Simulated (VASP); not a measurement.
Level of theory: PBEsol GGA, VASP's PBE PAW potentials (set 64) (plane waves; VASP 6.6.1).

A VASP calculation is set up with these files.

**KPOINTS**
```
Automatic mesh
0
Gamma
25 25 25
0 0 0
```

### POSCAR
```
H
1.0
 -0.8945909939   0.8945909939   0.8945909939
  0.8945909939  -0.8945909939   0.8945909939
  0.8945909939   0.8945909939  -0.8945909939
H
1
Cartesian
  0.0000000000   0.0000000000   0.0000000000
```

INCAR:
```
IBRION  =  2   # conjugate gradients
LWAVE  =  .FALSE.
LCHARG  =  .FALSE.
ALGO  =  Normal   # blocked Davidson
LASPH  =  .TRUE.   # aspherical one-centre terms
SIGMA  =  0.1
SYSTEM  =  H
EDIFFG  =  -0.01
EDIFF  =  1E-6   # SCF stop (eV)
ENCUT  =  400   # plane-wave cut-off (eV)
PREC  =  Accurate
ISMEAR  =  1   # Methfessel-Paxton
NELM  =  100
LREAL  =  .FALSE.   # projection in real space or not
ISIF  =  3
NSW  =  60   # most ionic steps
GGA  =  PS   # PBEsol
```

POTCAR, in this order: H (PBE.64 set). Program: vasp_std.

What VASP printed:

### OSZICAR
```
       N       E                     dE             d eps       ncg     rms          rms(c)
DAV:   1    -0.219644970269E+01   -0.21964E+01   -0.15803E+02  4388   0.766E+01
DAV:   2    -0.221355514802E+01   -0.17105E-01   -0.16945E-01  4504   0.348E+00
DAV:   3    -0.221356464024E+01   -0.94922E-05   -0.94470E-05  4160   0.415E-02
DAV:   4    -0.221356464049E+01   -0.25398E-09   -0.50590E-10  4120   0.105E-04
DAV:   5    -0.221356464017E+01    0.31862E-09   -0.33719E-14  3348   0.486E-07    0.447E-01
DAV:   6    -0.221335143525E+01    0.21320E-03   -0.21326E-06  3872   0.192E-02    0.269E-01
DAV:   7    -0.221323396131E+01    0.11747E-03   -0.60055E-06  3756   0.296E-02    0.399E-03
DAV:   8    -0.221323357161E+01    0.38971E-06   -0.19962E-09  2276   0.488E-04
   1 F= -.22132336E+01 E0= -.22131981E+01  d E =-.221323E+01
```

**OUTCAR**
```
------------------------ aborting loop because EDIFF is reached ----------------------------------------
  FORCE on cell =-STRESS in cart. coord.  units (eV):
  Direction    XX          YY          ZZ          XY          YZ          ZX
  --------------------------------------------------------------------------------------
  Total        0.0004638      0.0004638      0.0004638     -0.0000000     -0.0000000     -0.0000000
  in kB        0.2594684      0.2594684      0.2594684     -0.0000000     -0.0000000     -0.0000000
  external PRESSURE =       0.2594684 kB  Pullay stress =       0.0000000 kB
  volume of cell :        2.86
      direct lattice vectors                 reciprocal lattice vectors
    -0.894590994  0.894590994  0.894590994     0.000000000  0.558914636  0.558914636
     0.894590994 -0.894590994  0.894590994     0.558914636  0.000000000  0.558914636
     0.894590994  0.894590994 -0.894590994     0.558914636  0.558914636  0.000000000
 POSITION                                       TOTAL-FORCE (eV/Angst)
 -----------------------------------------------------------------------------------
      0.00000      0.00000      0.00000         0.000000      0.000000     -0.000000
 -----------------------------------------------------------------------------------
    total drift:                               -0.000000     -0.000000      0.000000
  FREE ENERGIE OF THE ION-ELECTRON SYSTEM (eV)
  ---------------------------------------------------
  free  energy   TOTEN  =        -2.2132335716 eV

  energy  without entropy=       -2.2131270784  energy(sigma->0) =       -2.21319807

 reached required accuracy - stopping structural energy minimisation
```
(Selected blocks of OUTCAR.)

The structure was generated: H was put into the bcc type (Im-3m), which need not be its known phase. It was relaxed first. The start is the result of an earlier pass.
